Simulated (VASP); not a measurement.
# SnSe2 in VASP: a series of runs, part 2 of 2

VASP 6.6.1. The steps go on from the part before.

**3. Relaxation of cell and atoms, PBE+D3(BJ)**

This run uses another cell than the first one, of 41.91 Å³/atom, 1.013 times its volume.

File INCAR:

```
PREC = Accurate
ENCUT = 600
EDIFF = 1E-7
ISMEAR = 0
SIGMA = 0.03
LREAL = F
LASPH = T
NELM = 80
ALGO = Normal
ISIF = 3
LWAVE = F
LCHARG = F
GGA = PE
IVDW = 12
IBRION = 2
NSW = 90
EDIFFG = -0.005
LATTICE_CONSTRAINTS = .TRUE. .TRUE. .FALSE.
KPAR = 8
```

File KPOINTS:

```
regular mesh
0
Gamma
  9 9 1
```

File POSCAR:

```
SnSe2                                   
1.0
    3.8361289689     -0.0000000000      0.0000000000
   -1.9180644844      3.3221851354      0.0000000000
    0.0000000000      0.0000000000     39.4637280000
  Se              Sn            
     8     4
Direct
     0.6666666699999979    0.3333333300000021    0.2300752705451514
     0.3333333300000021    0.6666666699999979    0.3110706329724966
     0.6666666699999979    0.3333333300000021    0.3830449742027818
     0.3333333300000021    0.6666666699999979    0.4640068392994714
     0.6666666699999979    0.3333333300000021    0.5359931607005287
     0.3333333300000021    0.6666666699999979    0.6169550257972183
     0.6666666699999979    0.3333333300000021    0.6889293670275037
     0.3333333300000021    0.6666666699999979    0.7699247294548489
     0.0000000000000000    0.0000000000000000    0.2705554857411753
     0.0000000000000000    0.0000000000000000    0.4235265154639832
     0.0000000000000000    0.0000000000000000    0.5764734845360167
     0.0000000000000000    0.0000000000000000    0.7294445142588244
```

Potentials or basis: VASP PAW PBE potentials, release 64 (Se, Sn_d).

On the command line:

```
$ cat potpaw_PBE.64/Se/POTCAR potpaw_PBE.64/Sn_d/POTCAR > POTCAR
$ mpirun -np 8 vasp_std > vasp.out
```

OUTCAR:

```text
PREC = Accurate
   ENCUT = 600
   EDIFF = 1E-7
   ISMEAR = 0
   LREAL = F
   LASPH = T
   NELM = 80
   ISIF = 3
   GGA = PE
   IVDW = 12
   IBRION = 2
   NSW = 90
   EDIFFG = -0.005
 IVDW          = 12

 ion  position               nearest neighbor table
   1  0.667  0.333  0.230-   9 2.73   9 2.73   9 2.73
   2  0.333  0.667  0.311-   9 2.73   9 2.73   9 2.73
   3  0.667  0.333  0.383-  10 2.73  10 2.73  10 2.73
   4  0.333  0.667  0.464-  10 2.73  10 2.73  10 2.73
[... 1064 lines left out ...]

 VOLUME and BASIS-vectors are now :
 -----------------------------------------------------------------------------
  energy-cutoff  :      600.00
  volume of cell :      502.82
      direct lattice vectors                 reciprocal lattice vectors
     3.835690253 -0.000000000  0.000000000     0.260709268  0.150520567  0.000000000
    -1.917845126  3.321805196  0.000000000     0.000000000  0.301041133  0.000000000
     0.000000000  0.000000000 39.463728000     0.000000000  0.000000000  0.025339725

 POSITION                                       TOTAL-FORCE (eV/Angst)
 -----------------------------------------------------------------------------------
      1.91785      1.10727      9.07985        -0.000000      0.000000      0.004123
     -0.00000      2.21454     12.27602         0.000000     -0.000000      0.004146
      1.91785      1.10727     15.11649        -0.000000     -0.000000     -0.000310
     -0.00000      2.21454     18.31113        -0.000000     -0.000000     -0.002756
      1.91785      1.10727     21.15260        -0.000000      0.000000      0.002756
     -0.00000      2.21454     24.34724         0.000000      0.000000      0.000310
      1.91785      1.10727     27.18771        -0.000000      0.000000     -0.004146
     -0.00000      2.21454     30.38388         0.000000     -0.000000     -0.004123
      1.91785      3.32181     10.67748         0.000000      0.000000      0.003469
      3.83569     -0.00000     16.71390         0.000000     -0.000000     -0.001667
      1.91785      3.32181     22.74983         0.000000      0.000000      0.001667
      3.83569     -0.00000     28.78625         0.000000     -0.000000     -0.003469
 -----------------------------------------------------------------------------------
    total drift:                                0.000000     -0.000000      0.000000

  FREE ENERGIE OF THE ION-ELECTRON SYSTEM (eV)
  ---------------------------------------------------
  free  energy   TOTEN  =       -51.2959192012 eV

  energy  without entropy=      -51.2959192012  energy(sigma->0) =      -51.29591920

 reached required accuracy - stopping structural energy minimisation
```

It took 4.3 min on 8 MPI ranks of Intel Xeon Platinum 8488C (Sapphire Rapids), shared host; peak memory 1 GiB.

Results:

- Free energy: -51.2959 eV
- Relaxed volume: 41.90 Å³/atom
- Relaxed cell: a = 3.836 Å, b = 3.836 Å, c = 39.464 Å, α = 90.00°, β = 90.00°, γ = 120.00°
- Space group after relaxing (to 0.05 Å): P-3m1 (No. 164)
- Energy gained by relaxing: 0.0 meV/atom
- Ionic steps: 2
- Largest force after relaxing: 0.004 eV/Å
- Band gap on the k mesh: 0.58 eV, indirect (least direct gap 0.86 eV)
- Dispersion energy per atom: -0.334 eV

Forces in eV/Å, atoms in the order of the input:
```
Se   0.000  0.000  0.004
Se   0.000  0.000  0.004
Se   0.000  0.000  0.000
Se   0.000  0.000 -0.003
Se   0.000  0.000  0.003
Se   0.000  0.000  0.000
Se   0.000  0.000 -0.004
Se   0.000  0.000 -0.004
Sn   0.000  0.000  0.003
Sn   0.000  0.000 -0.002
Sn   0.000  0.000  0.002
Sn   0.000  0.000 -0.003
```

Final structure:
```
Se Sn
1.0
     3.83569    0.00000    0.00000
    -1.91785    3.32181    0.00000
     0.00000    0.00000   39.46373
Se Sn
8 4
Direct
  0.66667 0.33333 0.23008
  0.33333 0.66667 0.31107
  0.66667 0.33333 0.38305
  0.33333 0.66667 0.46400
  0.66667 0.33333 0.53600
  0.33333 0.66667 0.61695
  0.66667 0.33333 0.68893
  0.33333 0.66667 0.76992
  0.00000 0.00000 0.27056
  0.00000 0.00000 0.42353
  0.00000 0.00000 0.57647
  0.00000 0.00000 0.72944
```

Levels at points of the mesh, in eV from the valence-band top:
| k point | band 48 | band 49 | band 50 | band 51 | band 52 | band 53 | band 54 | band 55 | band 56 | band 57 |
| --- | --- | --- | --- | --- | --- | --- | --- | --- | --- | --- |
| (0.00, 0.00, 0.00) | -0.27 | -0.20 | -0.20 | -0.17 | -0.17 | 1.01 | 1.47 | 1.97 | 2.35 | 2.93 |

Caveat: spin-orbit coupling is left out, which moves the levels of the heavy elements.
